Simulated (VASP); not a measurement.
The system is Nb.

```
Nb
1.0
    -1.63500    1.63500    1.63500
     1.63500   -1.63500    1.63500
     1.63500    1.63500   -1.63500
Nb
1
Direct
  0.00000 0.00000 0.00000
```

The cell was built by a generator and needn't be a form met in nature.

- Program: VASP 6.6.1
- Task: relaxation of cell and atoms
- Functional: PBE
- Potentials or basis: VASP PAW PBE potentials, release 64 (Nb_sv)
- Cutoff: 600 eV
- k mesh: 18 × 18 × 18
- Occupations: methfessel-paxton, width 0.1 eV
- Spin: no spin polarisation

At the start: pressure 6.4 GPa; volume 17.48 Å³/atom.

Problem. How do energy, volume and symmetry change on relaxing?

Solution. Over 4 steps the energy falls by 12.2 meV/atom and the volume is 18.11 Å³/atom (+3.6 %); space group Im-3m (No. 229, to 0.05 Å).

Step by step:
| step | energy change (eV) | largest force (eV/Å) | pressure (GPa) | volume (Å³) |
| --- | --- | --- | --- | --- |
| 1 | 0.0000 | 0.0000 | 6.37 | 17.48 |
| 2 | 0.0249 | 0.0000 | -9.55 | 19.30 |
| 3 | -0.0122 | 0.0000 | -0.12 | 18.13 |
| 4 | -0.0122 | 0.0000 | 0.00 | 18.11 |

Final structure:
```
Nb
1.0
    -1.65443    1.65443    1.65443
     1.65443   -1.65443    1.65443
     1.65443    1.65443   -1.65443
Nb
1
Direct
  0.00000 0.00000 0.00000
```
